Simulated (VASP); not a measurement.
A run of VASP 6.6.1 is set up as follows.

POSCAR

```
MgO
1.0
    0.0000000000      2.1245000000      2.1245000000
    2.1245000000      0.0000000000      2.1245000000
    2.1245000000      2.1245000000      0.0000000000
Mg O
1 1
Direct
    0.0000000000      0.0000000000      0.0000000000
    0.5000000000      0.5000000000      0.5000000000
```

Contents of INCAR.step1:

```
PREC     = Accurate       # precision mode
ENCUT    = 600            # plane-wave cutoff, eV
EDIFF    = 1E-8           # SCF threshold, eV
ISMEAR   = 0              # smearing method
SIGMA    = 0.02           # smearing width, eV
LREAL    = F              # projectors in reciprocal space
LASPH    = T              # aspherical terms in the spheres
NELM     = 100            # most SCF steps
ALGO     = Normal         # electronic algorithm
ISIF     = 3              # what is computed and relaxed
LWAVE    = F              # write WAVECAR
LCHARG   = F              # write CHGCAR
GGA      = PS             # functional
IBRION   = 2              # ionic algorithm
NSW      = 40             # ionic steps
EDIFFG   = -0.002         # ionic threshold
```

The input INCAR.step2:

```
PREC     = Accurate       # precision mode
ENCUT    = 600            # plane-wave cutoff, eV
EDIFF    = 1E-8           # SCF threshold, eV
ISMEAR   = 0              # smearing method
SIGMA    = 0.02           # smearing width, eV
LREAL    = F              # projectors in reciprocal space
LASPH    = T              # aspherical terms in the spheres
NELM     = 100            # most SCF steps
ALGO     = Normal         # electronic algorithm
ISIF     = 2              # what is computed and relaxed
LWAVE    = F              # write WAVECAR
LCHARG   = F              # write CHGCAR
GGA      = PS             # functional
IBRION   = 8              # ionic algorithm
NSW      = 1              # ionic steps
```

KPOINTS

```
regular mesh
0
Gamma
  10 10 10
```

Potentials or basis: VASP PAW PBE potentials, release 64 (Mg, O).

Command:

```bash
$ cat potpaw_PBE.64/Mg/POTCAR potpaw_PBE.64/O/POTCAR > POTCAR
$ cp INCAR.step1 INCAR
$ mpirun -np 1 vasp_std > vasp.out
$ cp CONTCAR POSCAR
$ cp INCAR.step2 INCAR
$ mpirun -np 1 vasp_std > vasp.out
```

Task: Estimate the highest phonon frequency at Γ, LO-TO splitting left out.

Result: 394 cm⁻¹.

Task: What does it give for the relaxed cell?

Result: a = 2.975 Å, b = 2.975 Å, c = 2.975 Å, α = 60.00°, β = 60.00°, γ = 60.00°.

Task: Estimate the space group after relaxing (to 0.05 Å).

Result: Fm-3m (No. 225).

Task: Predict the relaxed volume.

Result: 9.31 Å³/atom.

Phonon frequencies in cm⁻¹ (negative: imaginary):
```csv
q point,frequencies
"(0.000, 0.000, 0.000)",0 0 0 394 394 394
```

Caveat: the PAW data sets were made with another functional, which shifts forces and pressure a little.
